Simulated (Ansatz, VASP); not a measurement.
# Cross-check of AlOs between VASP and Ansatz, part 2 of 2

Wanted: the spread between two codes on one cell, functional and k mesh. The cell is taken from a series of runs on this material, whose earlier steps may have relaxed, scaled, displaced or heated it; both programs get it as it stands.

VASP 6.6.1 and Ansatz 0.2.0.

So far: Starting point; Ansatz: relaxation of cell and atoms, PBEsol; VASP: relaxation of cell and atoms, PBEsol; Side by side.

### Step 5. VASP: zone-centre phonons, PBEsol

Level of this step: PBEsol; plane waves and PAW (Al, Os) (VASP).

Second derivatives magnify differences that forces hide, and they need a tight electronic threshold.

INCAR reads:

```
SYSTEM = AlOs
PREC = Accurate
ENCUT = 600
EDIFF = 1E-08
NELM = 120
ISMEAR = 1
SIGMA = 0.2
LREAL = .FALSE.
ALGO = Normal
GGA = PS
NBANDS = 11
LASPH = .TRUE.
LORBIT = 11
LWAVE = .FALSE.
LCHARG = .FALSE.
ISIF = 2
IBRION = 8
GGA_COMPAT = .FALSE.
KPAR = 2
```

POSCAR reads:

```
AlOs
1.0
    2.9926248293      0.0000000000      0.0000000000
    0.0000000000      2.9926248293      0.0000000000
    0.0000000000      0.0000000000      2.9926248293
Al Os
1 1
Direct
    0.0000000000      0.0000000000      0.0000000000
    0.5000000000      0.5000000000      0.5000000000
```

KPOINTS reads:

```
Automatic mesh
0
Gamma
16 16 16
0 0 0
```

Potentials, in the order of the species: Al and Os (PBE family, release 64).

The run is started by

```
mpirun -np 2 vasp_std
```

Numbers of over 12 decimals in the logs are rounded to 6 here.

The log of the run:

```text
[banner, memory and clock lines left out]
running    2 mpi-ranks, on    1 nodes
[...]
[... a notice as in an earlier step ...]

 LDA part: xc-table for (Slater+PW92), standard interpolation
 POSCAR, INCAR and KPOINTS ok, starting setup
[...]
entering main loop
       N       E                     dE             d eps       ncg     rms          rms(c)
DAV:   1     0.454361806118E+02    0.45436E+02   -0.49658E+03  3638   0.921E+02
DAV:   2    -0.149890681626E+02   -0.60425E+02   -0.55144E+02  3706   0.228E+02
DAV:   3    -0.179124117066E+02   -0.29233E+01   -0.28437E+01  4476   0.441E+01
DAV:   4    -0.179458444456E+02   -0.33433E-01   -0.33384E-01  4105   0.539E+00
[...]
DAV:  12    -0.170773743992E+02    0.23324E-06   -0.19843E-07  4164   0.318E-03    0.213E-03
DAV:  13    -0.170773744494E+02   -0.50173E-07   -0.59831E-09  2523   0.754E-04    0.524E-04
DAV:  14    -0.170773744523E+02   -0.28916E-08   -0.64444E-10  2145   0.312E-04
   1 F= -.17077374E+02 E0= -.17077636E+02  d E =0.783902E-03
[...]
RMM:   8    -0.649328040381E-02   -0.31587E-06   -0.35344E-09 14361   0.218E-04    0.181E-05
RMM:   9    -0.649326803810E-02    0.12366E-07   -0.28739E-10 14673   0.369E-05    0.575E-06
RMM:  10    -0.649327280485E-02   -0.47667E-08    0.25635E-09 14568   0.654E-06    0.229E-06
 first order change of Fermi-energy  -0.15781E-03
 force on displaced ion       1 direction 1 :  -9.435   0.000  -0.000
 Linear response progress:
  Degree of freedom:   2/  2
       N       E                     dE             d eps       ncg     rms          rms(c)
RMM:   1    -0.212434058725E+00   -0.21243E+00   -0.11430E-01 15453   0.243E+00
RMM:   2    -0.211842795563E+00    0.59126E-03   -0.81267E-04 13334   0.310E-01    0.157E-01
RMM:   3    -0.211439268269E+00    0.40353E-03   -0.19093E-04 13949   0.985E-02    0.911E-02
RMM:   4    -0.211530733455E+00   -0.91465E-04   -0.31157E-04 13955   0.124E-01    0.782E-03
[...]
RMM:  10    -0.211500335275E+00   -0.99468E-07    0.64900E-11 15250   0.143E-05    0.176E-06
RMM:  11    -0.211500345793E+00   -0.10518E-07    0.53187E-10 12966   0.676E-06    0.505E-07
RMM:  12    -0.211500339894E+00    0.58990E-08   -0.16434E-10  8796   0.581E-06    0.133E-07
 first order change of Fermi-energy   0.19882E-02
 force on displaced ion       2 direction 1 :  -9.435  -0.000   0.000
 Linear response finished
```

OUTCAR, selected parts (step 5):

```text
  Total        0.0996383      0.0996383      0.0996383      0.0000000     -0.0000000      0.0000000
  in kB        5.9563509      5.9563509      5.9563509      0.0000000     -0.0000000      0.0000000
  external PRESSURE =       5.9563509 kB  Pullay stress =       0.0000000 kB

 POSITION                                       TOTAL-FORCE (eV/Angst)
 -----------------------------------------------------------------------------------
      0.00000      0.00000      0.00000         0.000000      0.000000      0.000000
      1.49631      1.49631      1.49631         0.000000      0.000000      0.000000
 -----------------------------------------------------------------------------------
    total drift:                                0.000000     -0.000000     -0.000000

[... 1 part as in an earlier step ...]

[... 1 further part left out ...]
```

### Step 6. Ansatz: zone-centre phonons, PBEsol

The same cell, functional, mesh and smearing now go to Ansatz, which takes its cutoff from its data sets.

The cell is taken from a series of runs on this material, whose earlier steps may have relaxed, scaled, displaced or heated it; both programs get it as it stands.

input.yaml reads:

```yaml
crystal:
  lattice:
    - [2.9926248293, 0.0, 0.0]
    - [0.0, 2.9926248293, 0.0]
    - [0.0, 0.0, 2.9926248293]
  atoms:
    - { symbol: Al, position: [0.0, 0.0, 0.0] }
    - { symbol: Os, position: [0.5, 0.5, 0.5] }
kpoints:
  mp_grid: { grid: [16, 16, 16] }
hamiltonian:
  xc: pbesol
  pseudopotentials: { kind: paw, azcp: { folder: soft_1 }, xc_functional: pbe }
scf:
  occupations: { method: methfessel_paxton, width: 0.2 }
output:
  eigenvalues: true
phonons:
  method: dfpt
```

The run is started by

```
ansatz run input.yaml --threads 4 --pin off --max-ram 10240MiB --backend cpu --events-out ev --progress --plain --runs-dir out
```

The log of the run:

```text
[...]
Crystal: 2 atoms, lattice volume = 26.801 Å³
Basis set: ecut = 420 eV, 515 PW (Γ), exchange–correlation on 48×48×48 points (8 copies of the dense FFT grid, shifted against one another)
Bands: 14, of which v1, the nominal top of the filled ones, is band 10 counted from 1 (9 counted from 0)
Symmetry: 48 space group operations
k-points: 405 of 4096 (irreducible under 8 space group operations, time reversal used)
[...]
k mesh reduced under 8 symmetry operations, with k and −k counted as one. Each operation leaves every solved perturbation unchanged. A smaller set is not used because it would not reduce the number of displacements times k-points to solve
  ASR residual: 3.450e-5 → 0.000e0 eV/Å²; symmetrization residual: 5.579e-6 eV/Å²
  ASR residual per site (eV/Å²): 2.18e-5 3.45e-5
  Γ frequencies (cm⁻¹): 0.00 0.00 0.00 327.61 327.61 327.61
  non-analytic LO–TO correction: not included (Born effective charges unavailable; polar crystals: no LO–TO splitting at Γ)
[key lines of the parts left out:]
SCF converged after 8 iterations
Free energy (F): -11777.580786 eV
Fermi energy:    17.567579 eV
```

### Step 7. Comparison

What differs besides the data sets and the points named for the pairs above, as far as they apply: the data sets hold 19 valence electrons in Ansatz (on its PAW soft_1 files) and 11 in VASP. Total energies have different zeros and are not compared.

The two programs side by side:

| quantity | Ansatz | VASP | difference |
| --- | --- | --- | --- |
| optical mode 1 to 3 (cm⁻¹) | 327.6 | 329.5 | -0.58 % |

Modes are paired by rising frequency, not by their patterns, so a pair may set unlike modes beside each other; they are those without the splitting of longitudinal modes.

### Step 8. What came out

| Quantity | Value |
| --- | --- |
| difference in volume (relaxation of cell and atoms, PBEsol) | -0.23 % |
| r.m.s. difference of the optical zone-centre modes, each program's sorted by frequency (zone-centre phonons, PBEsol) | 1.9 cm⁻¹ |
| difference in optical mode 1 to 3 (zone-centre phonons, PBEsol) | -0.6 % |

**Reading.** The difference in volume is -0.23 % (relaxation of cell and atoms, PBEsol), within the 1.2 % picked in this series as the mark of a large difference, as far as the stopping tolerances let one tell. The data sets hold unlike numbers of valence electrons (19 in Ansatz and 11 in VASP), so part of the differences comes from the potentials. Among the rows given in per cent, the largest difference of the zone-centre phonons, PBEsol pair is in optical mode 1 to 3, -0.6 %. How closely two codes agree says nothing of how well the functional describes the real material.

[Lines on the potential files, build, host, timing and source positions are cut from VASP's logs without a mark.]

[Logs are printed without paths, hosts, clocks, repeated set-up lines and the standing remarks that a program may print on its own settings, such as how far it seeks lower states.]

[Hosts, paths, dates, database ids (printed as entryN), source tags and the programs' standing remarks are cut or masked in the printed files.]
